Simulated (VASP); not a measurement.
Here is the system:

```
CELL_PARAMETERS angstrom
      0.00000     2.38678     2.38678
      2.38678     0.00000     2.38678
      2.38678     2.38678     0.00000
ATOMIC_POSITIONS crystal
  Hf 0.00000 0.00000 0.00000
  C  0.50000 0.50000 0.50000
```

All values below come from r2SCAN meta-GGA, VASP's PBE PAW potentials (set 64) (plane waves; VASP). Numerical set-up: 600 eV cut-off, 12×12×12 Γ-centred mesh, first-order Methfessel-Paxton smearing of 0.10 eV, potentials Hf_pv C.

Task: Give the stress tensor in GPa (positive for a compressed cell).

Result: 
```
-18.89    0.00    0.00
  0.00  -18.89    0.00
  0.00    0.00  -18.89
```
The pressure is its mean diagonal, -18.89 GPa.

The compound is HfC in the rock salt structure. This cell was strained or had an atom moved on purpose.
